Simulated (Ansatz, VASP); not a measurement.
## SrBe3: VASP beside Ansatz

Aim: how closely do two programs agree when they are given the same cell, functional and k mesh? The cell is generated by rule, not measured, and may not be a known phase. The cell is taken from a series of runs on this material, whose earlier steps may have relaxed, scaled, displaced or heated it; both programs get it as it stands.

Main program and level: Ansatz 0.2.0; plane waves, with VASP 6.6.1 beside it; zone-centre phonons at PBEsol.

The structure was built from a prototype and need not be the compound's stable phase.

### Step 1. The starting structure

The structure is cubic, space group Pm-3m (No. 221). The conventional cell has a = 4.189 Å, b = 4.189 Å, c = 4.189 Å, α = 90.00°, β = 90.00°, γ = 90.00°. Be has 4 Sr at 2.96 Å and 8 Be at 2.96 Å nearest. Nearest to Sr lie 12 Be at 2.96 Å. Farther neighbours are not listed.

Structure file:

```cif
data_structure
_symmetry_space_group_name_H-M 'P 1'
_symmetry_Int_Tables_number 1
_cell_length_a 4.1890
_cell_length_b 4.1890
_cell_length_c 4.1890
_cell_angle_alpha 90.000
_cell_angle_beta 90.000
_cell_angle_gamma 90.000
_cell_volume 73.51
loop_
_atom_site_label
_atom_site_type_symbol
_atom_site_fract_x
_atom_site_fract_y
_atom_site_fract_z
_atom_site_occupancy
Be1 Be 0.00000 0.50000 0.50000 1
Be2 Be 0.50000 0.50000 0.00000 1
Be3 Be 0.50000 0.00000 0.50000 1
Sr4 Sr 0.00000 0.00000 0.00000 1
```

### Step 2. VASP: zone-centre phonons, PBEsol

Second derivatives magnify differences that forces hide, and they need a tight electronic threshold.

Lines of VASP's logs that name or quote its potential files are left out, and so is its time.

The input, INCAR:

```
SYSTEM = SrBe3
PREC = Accurate
ENCUT = 600
EDIFF = 1E-08
NELM = 120
ISMEAR = 1
SIGMA = 0.15
LREAL = .FALSE.
ALGO = Normal
GGA = PS
NBANDS = 14
LORBIT = 11
LWAVE = .FALSE.
LCHARG = .FALSE.
ISIF = 2
IBRION = 8
LASPH = .TRUE.
GGA_COMPAT = .FALSE.
KPAR = 2
```

The input, POSCAR:

```
SrBe3
1.0
    4.1890090279      0.0000000000      0.0000000000
    0.0000000000      4.1890090279      0.0000000000
    0.0000000000      0.0000000000      4.1890090279
Be Sr
3 1
Direct
    0.0000000000      0.5000000000      0.5000000000
    0.5000000000      0.5000000000      0.0000000000
    0.5000000000      0.0000000000      0.5000000000
    0.0000000000      0.0000000000      0.0000000000
```

The input, KPOINTS:

```
Automatic mesh
0
Gamma
10 10 10
0 0 0
```

PAW data sets: Be and Sr_sv (PBE family, release 64).

Launch:

```bash
$ mpirun -np 2 vasp_std
```

Numbers of over 12 decimals in the logs are rounded to 6 here.

What it wrote:

```text
[banner, memory and clock lines left out]
running    2 mpi-ranks, on    1 nodes
 distrk:  each k-point on    1 cores,    2 groups
 distr:  one band on    1 cores,    1 groups

 POSCAR found type information on POSCAR BeSr
 POSCAR found :  2 types and       4 ions
|                                                                             |
|               ----> ADVICE to this user running VASP <----                  |
|                                                                             |
|     You enforced a specific xc type in the INCAR file but a different       |
|     [... a line on the potential file left out ...]
|     I HOPE YOU KNOW WHAT YOU ARE DOING!                                     |
|                                                                             |

 LDA part: xc-table for (Slater+PW92), standard interpolation
 POSCAR, INCAR and KPOINTS ok, starting setup
 FFT: planning ... GRIDC
 FFT: planning ... GRID_SOFT
 FFT: planning ... GRID
 WAVECAR not read
 entering main loop
       N       E                     dE             d eps       ncg     rms          rms(c)
DAV:   1     0.524901633937E+02    0.52490E+02   -0.73974E+03  1568   0.112E+03
DAV:   2    -0.602829901880E+01   -0.58518E+02   -0.54968E+02  1898   0.194E+02
DAV:   3    -0.942506755234E+01   -0.33968E+01   -0.33113E+01  2588   0.387E+01
DAV:   4    -0.957359908253E+01   -0.14853E+00   -0.14837E+00  2228   0.734E+00
DAV:   5    -0.957714349351E+01   -0.35444E-02   -0.35442E-02  2414   0.104E+00    0.325E+01
DAV:   6    -0.951835506293E+01    0.58788E-01   -0.69532E-02  2116   0.175E+00    0.176E+01
DAV:   7    -0.950504574027E+01    0.13309E-01   -0.61000E-02  2230   0.179E+00    0.105E+00
DAV:   8    -0.950381730464E+01    0.12284E-02   -0.62235E-03  2212   0.510E-01    0.281E-01
DAV:   9    -0.950386826069E+01   -0.50956E-04   -0.28548E-04  2270   0.118E-01    0.324E-02
DAV:  10    -0.950388461580E+01   -0.16355E-04   -0.29989E-05  2338   0.321E-02    0.197E-02
DAV:  11    -0.950388585081E+01   -0.12350E-05   -0.20083E-06  2464   0.120E-02    0.730E-03
DAV:  12    -0.950388546414E+01    0.38667E-06   -0.70678E-07  2246   0.485E-03    0.194E-03
DAV:  13    -0.950388553942E+01   -0.75283E-07   -0.69147E-08  2580   0.189E-03    0.119E-03
DAV:  14    -0.950388548801E+01    0.51407E-07   -0.33842E-09  1448   0.424E-04    0.587E-04
DAV:  15    -0.950388548674E+01    0.12708E-08   -0.37780E-09  1330   0.295E-04
   1 F= -.95038855E+01 E0= -.95041780E+01  d E =0.877584E-03
 Linear response reoptimize wavefunctions to high precision
DAV:   1    -0.950388548412E+01    0.26196E-08   -0.31951E-09  2314   0.221E-04
DAV:   2    -0.950388548414E+01   -0.20918E-10   -0.52994E-11  1276   0.413E-05
 Linear response DOF=           3
 Linear response progress:
  Degree of freedom:   1/  3
       N       E                     dE             d eps       ncg     rms          rms(c)
RMM:   1    -0.716822430244E-02   -0.71682E-02   -0.34151E-03  7843   0.316E-01
RMM:   2    -0.667570686955E-02    0.49252E-03   -0.39966E-04  6367   0.837E-02    0.118E-01
RMM:   3    -0.663901288403E-02    0.36694E-04   -0.14808E-04  6468   0.428E-02    0.427E-02
RMM:   4    -0.666573618299E-02   -0.26723E-04   -0.45777E-05  6736   0.228E-02    0.484E-03
RMM:   5    -0.665896818792E-02    0.67680E-05   -0.53244E-06  7110   0.885E-03    0.157E-03
RMM:   6    -0.665884080821E-02    0.12738E-06   -0.98454E-07  7668   0.303E-03    0.938E-04
RMM:   7    -0.665781010366E-02    0.10307E-05   -0.21157E-07  7672   0.123E-03    0.211E-04
RMM:   8    -0.665799015094E-02   -0.18005E-06   -0.89165E-08  8098   0.539E-04    0.197E-04
RMM:   9    -0.665798100054E-02    0.91504E-08   -0.83508E-09  8065   0.272E-04    0.322E-05
 first order change of Fermi-energy  -0.87276E-04
 force on displaced ion       1 direction 1 :   2.487  -0.000   0.000
 Linear response progress:
  Degree of freedom:   2/  3
       N       E                     dE             d eps       ncg     rms          rms(c)
RMM:   1    -0.733887370406E-02   -0.73389E-02   -0.63181E-04 13457   0.386E-01
RMM:   2    -0.712477354873E-02    0.21410E-03   -0.35069E-04 11695   0.842E-02    0.175E-01
RMM:   3    -0.716096317583E-02   -0.36190E-04   -0.14351E-04 11694   0.454E-02    0.761E-02
RMM:   4    -0.725788435279E-02   -0.96921E-04   -0.50236E-05 12348   0.256E-02    0.114E-02
RMM:   5    -0.726977570069E-02   -0.11891E-04   -0.82064E-06 13232   0.984E-03    0.305E-03
RMM:   6    -0.726763220650E-02    0.21435E-05   -0.13819E-06 13260   0.380E-03    0.134E-03
RMM:   7    -0.726607156536E-02    0.15606E-05   -0.81202E-07 13875   0.145E-03    0.533E-04
RMM:   8    -0.726668345779E-02   -0.61189E-06    0.19914E-07 13676   0.729E-04    0.228E-04
RMM:   9    -0.726666166200E-02    0.21796E-07   -0.25678E-07 14030   0.335E-04    0.732E-05
RMM:  10    -0.726667719049E-02   -0.15528E-07    0.12098E-07 14464   0.178E-04    0.357E-05
RMM:  11    -0.726665716869E-02    0.20022E-07   -0.11180E-07 14082   0.107E-04    0.467E-05
RMM:  12    -0.726667692883E-02   -0.19760E-07    0.39507E-08 14274   0.638E-05    0.341E-05
RMM:  13    -0.726667579666E-02    0.11322E-08   -0.33220E-08 13894   0.394E-05    0.111E-05
 first order change of Fermi-energy   0.44223E-04
 force on displaced ion       1 direction 2 :   0.000  -2.594   0.000
 Linear response progress:
  Degree of freedom:   3/  3
       N       E                     dE             d eps       ncg     rms          rms(c)
RMM:   1    -0.295461467900E+00   -0.29546E+00    0.11833E+00  5523   0.556E+00
RMM:   2    -0.295162058314E+00    0.29941E-03   -0.45361E-02  6365   0.972E-01    0.175E-01
RMM:   3    -0.296850489908E+00   -0.16884E-02   -0.42051E-03  6986   0.311E-01    0.170E-01
RMM:   4    -0.296995107240E+00   -0.14462E-03   -0.47716E-04  7516   0.115E-01    0.730E-02
RMM:   5    -0.297106263365E+00   -0.11116E-03   -0.73344E-05  7906   0.423E-02    0.230E-02
RMM:   6    -0.297190350542E+00   -0.84087E-04   -0.11054E-05  7896   0.172E-02    0.316E-03
RMM:   7    -0.297183451910E+00    0.68986E-05   -0.65951E-06  8346   0.580E-03    0.830E-04
RMM:   8    -0.297181918984E+00    0.15329E-05   -0.10595E-05  8666   0.252E-03    0.525E-04
RMM:   9    -0.297175518135E+00    0.64008E-05   -0.16960E-05  8751   0.142E-03    0.334E-04
RMM:  10    -0.297172740807E+00    0.27773E-05    0.70918E-07  8502   0.753E-04    0.324E-05
RMM:  11    -0.297173037929E+00   -0.29712E-06   -0.21058E-07  8808   0.436E-04    0.594E-05
RMM:  12    -0.297172539104E+00    0.49882E-06    0.88494E-07  8941   0.273E-04    0.309E-05
RMM:  13    -0.297172642563E+00   -0.10346E-06    0.34317E-07  8623   0.181E-04    0.407E-05
RMM:  14    -0.297172739170E+00   -0.96607E-07    0.53910E-07  8532   0.126E-04    0.366E-05
RMM:  15    -0.297172474806E+00    0.26436E-06    0.76171E-08  8105   0.981E-05    0.178E-05
RMM:  16    -0.297172633925E+00   -0.15912E-06    0.37844E-07  8156   0.698E-05    0.169E-05
RMM:  17    -0.297172532971E+00    0.10095E-06    0.13424E-07  8363   0.545E-05    0.826E-06
RMM:  18    -0.297172503445E+00    0.29527E-07    0.21823E-07  8040   0.430E-05    0.459E-06
RMM:  19    -0.297172487890E+00    0.15554E-07    0.12582E-07  7266   0.360E-05    0.429E-06
RMM:  20    -0.297172477810E+00    0.10081E-07    0.12321E-07  6999   0.315E-05    0.224E-06
RMM:  21    -0.297172489896E+00   -0.12086E-07    0.77331E-08  6456   0.284E-05    0.245E-06
RMM:  22    -0.297172474445E+00    0.15450E-07    0.73900E-08  6599   0.265E-05    0.448E-07
RMM:  23    -0.297172475764E+00   -0.13192E-08    0.51900E-08  6084   0.250E-05    0.782E-07
 first order change of Fermi-energy   0.24573E-04
 force on displaced ion       4 direction 1 :  -7.010  -0.000   0.000
 Linear response finished
```

From OUTCAR (step 2):

```text
ion  position               nearest neighbor table
   1  0.000  0.500  0.500-   4 2.96   4 2.96   4 2.96   4 2.96
   2  0.500  0.500  0.000-   4 2.96   4 2.96   4 2.96   4 2.96
   3  0.500  0.000  0.500-   4 2.96   4 2.96   4 2.96   4 2.96
   4  0.000  0.000  0.000-   1 2.96   2 2.96   3 2.96   1 2.96   3 2.96   1 2.96   2 2.96   1 2.96
                             2 2.96   3 2.96   3 2.96   2 2.96

  LATTYP: Found a simple cubic cell.
 ALAT       =     4.1890090279

 Subroutine GETGRP returns: Found 48 space group operations
 (whereof 48 operations were pure point group operations)

The static configuration has the point symmetry O_h .

 Found     56 irreducible k-points:

   k-points           NKPTS =     56   k-points in BZ     NKDIM =     56   number of bands    NBANDS=     14

   dimension x,y,z NGX =    36 NGY =   36 NGZ =   36
   dimension x,y,z NGXF=    72 NGYF=   72 NGZF=   72

   ENCUT  =  600.0 eV  44.10 Ry    6.64 a.u.   8.37  8.37  8.37*2*pi/ulx,y,z

   NELECT =      16.0000    total number of electrons

 k-points in reciprocal lattice and weights: Automatic mesh
   0.00000000  0.00000000  0.00000000       0.001
   0.10000000  0.00000000  0.00000000       0.006
   0.20000000  0.00000000  0.00000000       0.006
   0.30000000  0.00000000  0.00000000       0.006
   0.40000000  0.00000000  0.00000000       0.006
   0.50000000  0.00000000  0.00000000       0.003
   0.10000000  0.10000000  0.00000000       0.012
   0.20000000  0.10000000  0.00000000       0.024
   0.30000000  0.10000000  0.00000000       0.024
[...]
0.50000000  0.50000000  0.40000000       0.006
   0.50000000  0.50000000  0.50000000       0.001

 average (electrostatic) potential at core
       1 -37.7156       2 -37.7156       3 -37.7156       4 -36.9567

  Total        0.0326717      0.0326717      0.0326717     -0.0000000      0.0000000     -0.0000000
  in kB        0.7121128      0.7121128      0.7121128     -0.0000000      0.0000000     -0.0000000
  external PRESSURE =       0.7121128 kB  Pullay stress =       0.0000000 kB

  energy-cutoff  :      600.00
  volume of cell :       73.51
      direct lattice vectors                 reciprocal lattice vectors
     4.189009028  0.000000000  0.000000000     0.238719944  0.000000000  0.000000000
     0.000000000  4.189009028  0.000000000     0.000000000  0.238719944  0.000000000
     0.000000000  0.000000000  4.189009028     0.000000000  0.000000000  0.238719944

 POSITION                                       TOTAL-FORCE (eV/Angst)
 -----------------------------------------------------------------------------------
      0.00000      2.09450      2.09450         0.000000      0.000000      0.000000
      2.09450      2.09450      0.00000         0.000000      0.000000      0.000000
      2.09450      0.00000      2.09450         0.000000      0.000000      0.000000
      0.00000      0.00000      0.00000         0.000000      0.000000      0.000000
 -----------------------------------------------------------------------------------
    total drift:                                0.000000     -0.000000     -0.000000

 Eigenvectors and eigenvalues of the dynamical matrix
 ----------------------------------------------------

   1 f  =    9.843804 THz    61.850447 2PiTHz  328.353968 cm-1    40.710685 meV
             X         Y         Z           dx          dy          dz
      0.000000  2.094505  2.094505     0.008060   -0.597380    0.011561
      2.094505  2.094505  0.000000     0.018551   -0.597380    0.005023
      2.094505  0.000000  2.094505     0.018551   -0.259559    0.011561
      0.000000  0.000000  0.000000    -0.014484    0.466440   -0.009027

   2 f  =    9.843804 THz    61.850447 2PiTHz  328.353968 cm-1    40.710685 meV
             X         Y         Z           dx          dy          dz
      0.000000  2.094505  2.094505    -0.259608   -0.018554    0.000000
      2.094505  2.094505  0.000000    -0.597492   -0.018554    0.000000
      2.094505  0.000000  2.094505    -0.597492   -0.008062   -0.000000
      0.000000  0.000000  0.000000     0.466527    0.014487    0.000000

   3 f  =    9.843804 THz    61.850447 2PiTHz  328.353968 cm-1    40.710685 meV
             X         Y         Z           dx          dy          dz
      0.000000  2.094505  2.094505    -0.000156    0.011555    0.597668
      2.094505  2.094505  0.000000    -0.000359    0.011555    0.259684
      2.094505  0.000000  2.094505    -0.000359    0.005021    0.597668
      0.000000  0.000000  0.000000     0.000280   -0.009022   -0.466665

   4 f  =    9.083862 THz    57.075591 2PiTHz  303.005035 cm-1    37.567819 meV
             X         Y         Z           dx          dy          dz
      0.000000  2.094505  2.094505    -0.000000   -0.695809   -0.000000
      2.094505  2.094505  0.000000    -0.125895    0.695809    0.000000
      2.094505  0.000000  2.094505     0.125895    0.000000    0.000000
      0.000000  0.000000  0.000000     0.000000   -0.000000    0.000000

   5 f  =    9.083862 THz    57.075591 2PiTHz  303.005035 cm-1    37.567819 meV
             X         Y         Z           dx          dy          dz
      0.000000  2.094505  2.094505     0.000000    0.000000   -0.707107
      2.094505  2.094505  0.000000     0.000000   -0.000000   -0.000000
      2.094505  0.000000  2.094505    -0.000000    0.000000    0.707107
      0.000000  0.000000  0.000000     0.000000    0.000000    0.000000

   6 f  =    9.083862 THz    57.075591 2PiTHz  303.005035 cm-1    37.567819 meV
             X         Y         Z           dx          dy          dz
      0.000000  2.094505  2.094505    -0.000000    0.125895    0.000000
      2.094505  2.094505  0.000000    -0.695809   -0.125895    0.000000
      2.094505  0.000000  2.094505     0.695809   -0.000000   -0.000000
      0.000000  0.000000  0.000000     0.000000    0.000000    0.000000

   7 f  =    0.000043 THz     0.000273 2PiTHz    0.001449 cm-1     0.000180 meV
             X         Y         Z           dx          dy          dz
      0.000000  2.094505  2.094505     0.280186    0.004989    0.009024
      2.094505  2.094505  0.000000     0.280180    0.004989    0.009024
      2.094505  0.000000  2.094505     0.280180    0.004989    0.009024
      0.000000  0.000000  0.000000     0.873580    0.015555    0.028135

   8 f  =    0.000043 THz     0.000273 2PiTHz    0.001449 cm-1     0.000180 meV
             X         Y         Z           dx          dy          dz
      0.000000  2.094505  2.094505    -0.003459   -0.185681    0.210042
      2.094505  2.094505  0.000000    -0.003458   -0.185681    0.210046
      2.094505  0.000000  2.094505    -0.003458   -0.185685    0.210042
      0.000000  0.000000  0.000000    -0.010783   -0.578940    0.654895

   9 f  =    0.000043 THz     0.000273 2PiTHz    0.001449 cm-1     0.000180 meV
             X         Y         Z           dx          dy          dz
      0.000000  2.094505  2.094505    -0.009714    0.210011    0.185494
      2.094505  2.094505  0.000000    -0.009713    0.210011    0.185498
      2.094505  0.000000  2.094505    -0.009713    0.210015    0.185494
      0.000000  0.000000  0.000000    -0.030286    0.654799    0.578356

  10 f/i=    9.307232 THz    58.479061 2PiTHz  310.455828 cm-1    38.491600 meV
             X         Y         Z           dx          dy          dz
      0.000000  2.094505  2.094505     0.196754   -0.247282    0.000000
      2.094505  2.094505  0.000000    -0.053886   -0.247282   -0.000000
      2.094505  0.000000  2.094505    -0.053886    0.902893   -0.000000
      0.000000  0.000000  0.000000    -0.028540   -0.130968    0.000000

  11 f/i=    9.307232 THz    58.479061 2PiTHz  310.455828 cm-1    38.491600 meV
             X         Y         Z           dx          dy          dz
      0.000000  2.094505  2.094505    -0.000000   -0.000000   -0.253085
      2.094505  2.094505  0.000000    -0.000000    0.000000    0.924083
      2.094505  0.000000  2.094505    -0.000000    0.000000   -0.253085
      0.000000  0.000000  0.000000    -0.000000    0.000000   -0.134041

  12 f/i=    9.307232 THz    58.479061 2PiTHz  310.455828 cm-1    38.491600 meV
             X         Y         Z           dx          dy          dz
      0.000000  2.094505  2.094505     0.902893    0.053886   -0.000000
      2.094505  2.094505  0.000000    -0.247282    0.053886    0.000000
      2.094505  0.000000  2.094505    -0.247282   -0.196754    0.000000
      0.000000  0.000000  0.000000    -0.130968    0.028540   -0.000000

 ELASTIC MODULI CONTR FROM IONIC RELAXATION (kBar)
 Direction    XX          YY          ZZ          XY          YZ          ZX
 --------------------------------------------------------------------------------
 XX           0.0000      0.0000      0.0000      0.0000      0.0000      0.0000
 YY           0.0000      0.0000      0.0000      0.0000      0.0000      0.0000
 ZZ           0.0000      0.0000      0.0000      0.0000      0.0000      0.0000
 XY           0.0000      0.0000      0.0000      0.0000      0.0000      0.0000
 YZ           0.0000      0.0000      0.0000      0.0000      0.0000      0.0000
 ZX           0.0000      0.0000      0.0000      0.0000      0.0000      0.0000
 --------------------------------------------------------------------------------
```

(Continued in part 2 of 2.)

[Lines on the potential files, build, host, timing and source positions are cut from VASP's logs without a mark.]

[Logs are printed without paths, hosts, clocks, repeated set-up lines and the standing remarks that a program may print on its own settings, such as how far it seeks lower states.]

[Hosts, paths, dates, database ids (printed as entryN), source tags and the programs' standing remarks are cut or masked in the printed files.]
